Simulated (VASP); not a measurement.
```
Ho3Y
1.0
   -2.45276     2.45276     4.90689
    2.45276    -2.45276     4.90689
    2.45276     2.45276    -4.90689
Y Ho
1 3
Direct
  0.00000   0.00000   0.00000
  0.75000   0.25000   0.50000
  0.25000   0.75000   0.50000
  0.50000   0.50000   0.00000
```

These are PBEsol GGA, VASP's PBE PAW potentials (set 64) (plane waves; VASP) values and carry that method's errors. Numerical set-up: 400 eV cut-off, Gaussian smearing of 0.050 eV, potentials Y_sv Ho_3.

The 4f electrons are frozen in the core of the lanthanide potential, so 4f levels, which can set the real gap, and their magnetism are missing.

### Question
Give the energies of bands 14 to 22 at the high-symmetry points, in eV from the Fermi level.

### Answer

```
band      Γ      X      P      N      M      S      R
----  -----  -----  -----  -----  -----  -----  -----
14    -5.32  -2.40  -2.13  -2.90  -3.34  -2.57  -2.44
15    -2.09  -2.30  -2.13  -2.72  -3.15  -2.39  -2.32
16    -1.10  -1.80  -2.12  -0.67  -2.11  -2.20  -1.67
17    -0.89  -1.62  -1.88  -0.62  -2.07  -1.13  -1.51
18    -0.88   0.38   0.52  -0.26  -1.10  -0.41   0.10
19     0.34   0.38   0.52  -0.21  -1.10  -0.25   0.10
20     0.34   0.63   0.52   0.21   0.09   0.31   0.54
21     0.35   0.63   0.53   0.21   0.09   0.32   0.55
22     0.35   1.01   1.38   0.38   1.92   1.06   0.71
```

It has no gap at this level: it comes out as a metal or semimetal.

The structure comes from a computed database's YHo3 entry (I4/mmm); how it stands against other phases isn't given here. It was relaxed first, which changed the volume by -6 %.
